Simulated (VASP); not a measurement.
Input:

```yaml
crystal:
  lattice:
    - [0.00000, 2.36130, 2.36130]
    - [2.36130, 0.00000, 2.36130]
    - [2.36130, 2.36130, 0.00000]
  atoms:
    - { symbol: Na, position: [0.00000, 0.00000, 0.00000] }
    - { symbol: F, position: [0.50000, 0.50000, 0.50000] }
```

Method: PBE GGA, VASP's PBE PAW potentials (set 64) (plane waves; VASP). Settings: 520 eV cut-off, 6×6×6 Monkhorst-Pack mesh, Gaussian smearing of 0.050 eV, potentials Na_pv F.

Task: Estimate the energy per atom (σ→0).

Result: 
| Property | Value |
|---|---|
| energy per atom (σ→0) | -4.285 eV/atom |

The compound is NaF in the rock salt structure. The cell was not relaxed at this level. The run is one of a series of settings (KPOINTS 6×6×6 Monkhorst-Pack mesh against the base run), some of them coarse on purpose.
